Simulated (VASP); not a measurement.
Be2Ag: single point with PBE

Crystal: Be2Ag.

```
CELL_PARAMETERS angstrom
4.81346 -0.04475 0.29562
-1.00064 3.57792 0.31903
0.25532 0.49979 3.92893
ATOMIC_POSITIONS crystal
Ag 0.75046 0.55171 0.11681
Ag 0.55894 0.88460 0.56331
Be 0.36739 0.24089 0.88252
Be 0.07694 0.67001 0.49245
Be 0.05455 0.17111 0.26239
Be 0.97493 0.14872 0.75952
```

The cell was built by a generator and needn't be a form met in nature.

```
Program                : VASP 6.6.1
Task                   : single point
Functional             : PBE
Potentials or basis    : VASP PAW PBE potentials, release 64 (Ag, Be)
Cutoff                 : 520 eV
k mesh                 : 3 × 4 × 4
Occupations            : fermi-dirac, width 0.1 eV
Spin                   : no spin polarisation
Dipole correction      : no
Further INCAR settings : ALGO = Normal; EDIFF = 1e-06; NBANDS = 24
```

```json
{
 "Pressure": "23.2 GPa",
 "Largest force": "1.338 eV/Å",
 "Band gap on the k mesh": "none (metal or under the smearing width)"
}
```

Forces on the atoms (eV/Å):
```
Ag   0.336 -0.313 -1.087
Ag  -0.872 -0.035  0.229
Be   0.930 -0.426 -0.728
Be  -0.006  0.484  0.506
Be  -0.118  1.107  0.054
Be  -0.270 -0.816  1.026
```

Stress tensor (GPa, compression positive):
```
19.46  0.76 -3.90
 0.76 27.85 -0.70
-3.90 -0.70 22.19
```

Levels at points of the mesh, in eV from the Fermi level:
```tsv
k point	band 12	band 13	band 14	band 15	band 16	band 17	band 18	band 19
(0.00, 0.00, 0.00)	-2.62	-1.92	-0.99	-0.59	0.51	2.75	3.11	4.09
(0.00, 0.50, 0.00)	-4.39	-2.67	-1.73	-1.23	0.71	1.47	2.60	4.80
(0.00, 0.00, 0.50)	-4.36	-3.22	-0.14	0.60	0.74	1.33	1.79	4.61
(0.00, 0.50, 0.50)	-3.93	-3.72	-1.89	-0.98	-0.02	0.80	2.61	2.85
```

Run time: 24 s on 1 thread of Intel(R) Xeon(R) Platinum 8488C (Sapphire Rapids), with other jobs on the host, peak memory 0.19 GiB.

Caveat: the k mesh is coarse (spacing up to 0.46 Å⁻¹), so the values aren't converged; so large a pressure means that the cell lies far from this level's equilibrium, or that cutoff or potentials fall short.
